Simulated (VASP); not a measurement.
Input:

```
CELL_PARAMETERS angstrom
      1.23864    -2.14539     0.00000
      1.23864     2.14539     0.00000
      0.00000     0.00000     6.96821
ATOMIC_POSITIONS crystal
  C  0.00000 0.00000 0.25000
  C  0.00000 0.00000 0.75000
  C  0.33333 0.66667 0.25000
  C  0.66667 0.33333 0.75000
```

These are SCAN meta-GGA, VASP's PBE PAW potentials (set 64) (plane waves; VASP) values and carry that method's errors. Settings: 520 eV cut-off, 10×10×4 Γ-centred mesh, Gaussian smearing of 0.050 eV, potentials C.

### Question
The ions and cell shape at fixed volume are relaxed. Give the cell that the relaxation ends in.

### Answer

```
CELL_PARAMETERS angstrom
      1.22699    -2.12520     0.00000
      1.22699     2.12520     0.00000
      0.00000     0.00000     7.10121
ATOMIC_POSITIONS crystal
  C  0.00000 0.00000 0.25000
  C  0.00000 0.00000 0.75000
  C  0.33333 0.66667 0.25000
  C  0.66667 0.33333 0.75000
```
Space group P6_3/mmc (194), at a tolerance of 0.03 Å.

### Question
How much energy does the relaxation gain?

### Answer
The energy (σ→0) changes by -6.4 meV/atom, in 3 ionic steps.

The compound is C in the graphite structure. This cell is one point of a volume scan, at 1.03 of the reference volume. Symmetry was kept, so distortions that lower it aren't found.
